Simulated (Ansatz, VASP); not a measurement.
RbHg6: VASP beside Ansatz

```
Rb Hg
1.0
     0.00000    5.08808    5.08808
     5.08808    0.00000    5.08808
     5.08808    5.08808    0.00000
Rb Hg
1 6
Direct
  0.00000 0.00000 0.00000
  0.50000 0.50000 0.00000
  0.50000 0.00000 0.50000
  0.00000 0.00000 0.50000
  0.00000 0.50000 0.00000
  0.00000 0.50000 0.50000
  0.50000 0.00000 0.00000
```

The cell was built by a generator and needn't be a form met in nature.

Alike in both runs: task single point; functional PBE; k mesh 6 × 6 × 6; occupations gaussian, width 0.1 eV; no spin polarisation.

```csv
,VASP,Ansatz
version,VASP 6.6.1,Ansatz 0.2.0
potentials or method,"VASP PAW PBE potentials, release 64 (Rb_sv, Hg)","scalar-relativistic, plane waves, PAW"
plane-wave cutoff (eV),520,420
valence electrons in the cell,81,129
```

```tsv
	VASP	Ansatz	Ansatz less VASP
gap on the k mesh at the Fermi level (eV)	none	none	-
pressure (GPa)	0.1	0.0	-0.01
```

A gap of «none» marks a metal or a gap that the smearing closes. The functional is the same, so the differences come from potentials, cutoffs and numerics. The two sets of potentials don't hold the same shells in valence.

Spin-orbit coupling is left out, which matters for the levels of Hg.
